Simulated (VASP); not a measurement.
A run of VASP 6.6.1 is set up as follows.

Contents of INCAR:

```
SYSTEM = Si2Mo
ALGO     = Normal         ! electronic algorithm
EDIFF    = 1E-7           ! SCF threshold, eV
EDIFFG   = -0.002         ! ionic threshold
ENCUT    = 520            ! plane-wave cutoff, eV
GGA      = PE             ! functional
IBRION   = 2              ! ionic algorithm
ISIF     = 3              ! what is computed and relaxed
ISMEAR   = 0              ! smearing method
IVDW     = 12             ! dispersion correction
KPAR     = 4            
LASPH    = .TRUE.         ! aspherical terms in the spheres
LCHARG   = .FALSE.        ! write CHGCAR
LREAL    = .FALSE.        ! projectors in reciprocal space
LWAVE    = .FALSE.        ! write WAVECAR
NELM     = 60             ! most SCF steps
NSW      = 80             ! ionic steps
PREC     = Accurate       ! precision mode
SIGMA    = 0.1            ! smearing width, eV
```

File KPOINTS:

```
k-points
0
G
  18 18 18
  0 0 0
```

Contents of POSCAR:

```
Si2Mo                                   
1.0
   -1.5897830636      1.5897830636      3.8984557163
    1.5897830636     -1.5897830636      3.8984557163
    1.5897830636      1.5897830636     -3.8984557163
  Si              Mo            
     2     1
Direct
     0.3345868462405345    0.3345868462405345    0.0000000000000000
     0.6654131537594655    0.6654131537594655    0.0000000000000000
     1.0000000000000000    1.0000000000000000    0.0000000000000000
```

Potentials or basis: VASP PAW PBE potentials, release 64 (Si, Mo_sv).

The run is started by

```console
$ cat potpaw_PBE.64/Si/POTCAR potpaw_PBE.64/Mo_sv/POTCAR > POTCAR
$ mpirun -np 4 vasp_std > vasp.out
```

Predict the dispersion energy per atom.

-0.589 eV.

Predict the band gap on the k mesh.

none (metal or under the smearing width).

Final structure:
```
CELL_PARAMETERS angstrom
-1.58977 1.58977 3.89870
1.58977 -1.58977 3.89870
1.58977 1.58977 -3.89870
ATOMIC_POSITIONS crystal
Si 0.33459 0.33459 0.00000
Si 0.66541 0.66541 0.00000
Mo 0.00000 0.00000 0.00000
```
